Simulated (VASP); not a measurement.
Method: PBEsol GGA, VASP's PBE PAW potentials (set 64) (plane waves; VASP 6.6.1).

Input for VASP

File KPOINTS:
```
Automatic
0
G
  8 8 10
0 0 0
```

POSCAR:
```
PPd
1.0
  1.7610464208  -5.3446302971   0.0000000000
  1.7610464208   5.3446302971   0.0000000000
  0.0000000000   0.0000000000   2.9605237054
P Pd
2 2
direct
  0.5831485210   0.4168514790   0.2500000000
  0.4168514790   0.5831485210   0.7500000000
  0.8254644808   0.1745355192   0.2500000000
  0.1745355192   0.8254644808   0.7500000000
```

### INCAR
```
# general
SYSTEM =PPd
PREC   =Accurate
ENCUT  =480
LREAL  =.FALSE.
LASPH  =.TRUE.

# electronic loop
EDIFF  =1E-7
NELM   =100
ALGO   =Normal
LMAXMIX=4

# smearing
ISMEAR =1
SIGMA  =0.1

# functional
GGA    =PS

# ions
IBRION =2
NSW    =40
ISIF   =3
EDIFFG =-0.01
PSTRESS=50

# output
LWAVE  =.FALSE.
LCHARG =.FALSE.
```

POTCAR, in this order: P Pd (PBE.64 set). Program: vasp_std.

Problem. What will the output report for the number of irreducible k-points (NKPTS), number of bands (NBANDS), largest plane-wave count, number of space-group operations, FFT grid (NGX, NGY, NGZ)?

Solution. 
The number of irreducible k-points (NKPTS) is 126. The number of bands (NBANDS) comes out as 19 and the largest plane-wave count is 1347. The number of space-group operations is 8 and the FFT grid (NGX, NGY, NGZ) is 40 × 40 × 24.

The structure was generated: PPd was put into the CrB type (Cmcm), which need not be its known phase. It was relaxed first under an external pressure of 5 GPa.
